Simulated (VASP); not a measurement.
A VASP calculation is set up with these files.

**INCAR**
```
SYSTEM=Hf
PSTRESS=300   # kbar
LCHARG=F
LASPH=T   # aspherical one-centre terms
METAGGA=R2SCAN
PREC=Accurate
SIGMA=0.1
IBRION=2   # conjugate gradients
NSW=40
EDIFF=1E-6
LREAL=F
LMAXMIX=6
LWAVE=F
ISIF=3   # ions, shape and volume
ISMEAR=1   # Methfessel-Paxton
NELM=100   # most electronic steps
EDIFFG=-0.02   # ionic stop
ALGO=Normal   # blocked Davidson
LMIXTAU=T
ENCUT=500
```

File KPOINTS:
```
Automatic mesh
0
Gamma
14 14 8
```

### POSCAR
```
Hf
1.0
  1.5220976679  -2.6363504444   0.0000000000
  1.5220976679   2.6363504444   0.0000000000
  0.0000000000   0.0000000000   4.8178948312
Hf
2
direct
  0.3333330000   0.6666670000   0.2500000000
  0.6666670000   0.3333330000   0.7500000000
```

POTCAR, in this order: Hf_pv (PBE.64 set). Program: vasp_std.

Q: Translate this r2SCAN calculation to Ansatz.

A: One equivalent input (not run):
Ansatz 0.2 input:
```yaml
crystal:
  lattice:
    - [1.5220977, -2.6363504, 0.0000000]
    - [1.5220977, 2.6363504, 0.0000000]
    - [0.0000000, 0.0000000, 4.8178948]
  atoms:
    - { symbol: Hf, position: [0.3333330, 0.6666670, 0.2500000] }
    - { symbol: Hf, position: [0.6666670, 0.3333330, 0.7500000] }
kpoints:
  mp_grid: { grid: [14, 14, 8] }
hamiltonian:
  xc: r2scan
  pseudopotentials: { kind: paw }
scf:
  occupations: { method: methfessel_paxton, width: 0.1 }
  max_iter: 100
relax:
  max_steps: 40
  f_tol: 0.02
  cell: { p_target: 30 }
output: { forces: true, stress: true, eigenvalues: true }
```
Limits of the translation: each code has its own PAW files, so the cut-off isn't converted (ENCUT is set for VASP's; basis.ecutwfc is left out, and Ansatz then takes the one that its files recommend); Ansatz stops its SCF on the density residual and VASP on the energy change (EDIFF).

The compound is Hf in the hcp structure. This run relaxes it under an external pressure of 30 GPa. Symmetry was kept, so distortions that lower it aren't found.
